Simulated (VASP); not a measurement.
VASP input:

INCAR:
```
ALGO  =  Normal
EDIFF  =  1E-6
EDIFFG  =  -0.02
ENCUT  =  500
GGA  =  PE
IBRION  =  2
ISIF  =  3
ISMEAR  =  1
LASPH  =  T
LCHARG  =  F
LMAXMIX  =  4
LREAL  =  F
LWAVE  =  F
NELM  =  100
NSW  =  40
PREC  =  Accurate
PSTRESS  =  100
SIGMA  =  0.1
SYSTEM  =  NiSi2
```

### KPOINTS
```
Automatic mesh
0
Gamma
10 10 10
0 0 0
```

**POSCAR**
```
NiSi2
1
    0.0000000000     2.6938394652     2.6938394652
    2.6938394652     0.0000000000     2.6938394652
    2.6938394652     2.6938394652     0.0000000000
Si Ni
2 1
Direct
  0.2500000000   0.2500000000   0.2500000000
  0.7500000000   0.7500000000   0.7500000000
  0.0000000000   0.0000000000   0.0000000000
```

POTCAR, in this order: Si Ni (PBE.64 set). Program: vasp_std.

Question: Translate this PBE calculation to Ansatz.

Answer: One equivalent input (not run):
Ansatz 0.2 input:
```yaml
crystal:
  lattice:
    - [0.0000000, 2.6938395, 2.6938395]
    - [2.6938395, 0.0000000, 2.6938395]
    - [2.6938395, 2.6938395, 0.0000000]
  atoms:
    - { symbol: Si, position: [0.2500000, 0.2500000, 0.2500000] }
    - { symbol: Si, position: [0.7500000, 0.7500000, 0.7500000] }
    - { symbol: Ni, position: [0.0000000, 0.0000000, 0.0000000] }
kpoints:
  mp_grid: { grid: [10, 10, 10] }
hamiltonian:
  xc: pbe
  pseudopotentials: { kind: paw }
scf:
  occupations: { method: methfessel_paxton, width: 0.1 }
  max_iter: 100
relax:
  max_steps: 40
  f_tol: 0.02
  cell: { p_target: 10 }
output: { forces: true, stress: true, eigenvalues: true }
```
The two are equivalent in intent, not identical: each code has its own PAW files, so the cut-off isn't converted (ENCUT is set for VASP's; basis.ecutwfc is left out, and Ansatz then takes the one that its files recommend); Ansatz stops its SCF on the density residual and VASP on the energy change (EDIFF).

The compound is NiSi2 in the fluorite structure. This run relaxes it under an external pressure of 10 GPa. Symmetry was kept, so distortions that lower it aren't found.
